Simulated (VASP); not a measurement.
Level of theory: revPBE GGA, VASP's PBE PAW potentials (set 64) (plane waves; VASP 6.6.1).

VASP input:

### POSCAR
```
Pt
1
    0.0000000000     1.9911250069     1.9911250069
    1.9911250069     0.0000000000     1.9911250069
    1.9911250069     1.9911250069     0.0000000000
Pt
1
Direct
  0.0000000000   0.0000000000   0.0000000000
```

File KPOINTS:
```
Regular mesh
0
gamma
  18 18 18
```

### INCAR
```
! general
SYSTEM  = Pt
PREC    = Accurate
ENCUT   = 520
LREAL   = .FALSE.
LASPH   = .TRUE.

! electronic loop
EDIFF   = 1E-7
NELM    = 100
ALGO    = Normal
LMAXMIX = 6

! smearing
ISMEAR  = -5

! functional
GGA     = RE

! ions
ISIF    = 2

! output
LWAVE   = .FALSE.
LCHARG  = .TRUE.
LORBIT  = 11
NEDOS   = 601
```

POTCAR, in this order: Pt (PBE.64 set). Program: vasp_std.

Unless said otherwise, spin-orbit coupling is left out, though it shifts the bands of the heavy elements here.

Problem. Estimate the energy per atom (σ→0), band gap (on the k-mesh).

Solution. 
| Property | Value |
|---|---|
| energy per atom (σ→0) | -5.576 eV/atom |
| band gap (on the k-mesh) | none (metal, semimetal or under 0.01 eV) |

**OSZICAR**
```
...
DAV:   6    -0.561157817911E+01    0.31428E+00   -0.87444E-01  3585   0.841E+00    0.601E+00
DAV:   7    -0.557902679425E+01    0.32551E-01   -0.13546E-01  3742   0.322E+00    0.247E+00
DAV:   8    -0.557633221688E+01    0.26946E-02   -0.50556E-03  3780   0.668E-01    0.444E-01
DAV:   9    -0.557617307544E+01    0.15914E-03   -0.14129E-04  3711   0.117E-01    0.167E-02
DAV:  10    -0.557617332668E+01   -0.25123E-06   -0.35824E-06  4029   0.185E-02    0.141E-03
DAV:  11    -0.557617409149E+01   -0.76481E-06   -0.13230E-07  3252   0.343E-03    0.192E-03
DAV:  12    -0.557617410286E+01   -0.11370E-07   -0.66558E-09  1888   0.913E-04
   1 F= -.55761741E+01 E0= -.55761741E+01  d E =0.000000E+00
```

The compound is Pt in the fcc structure. It was relaxed first.
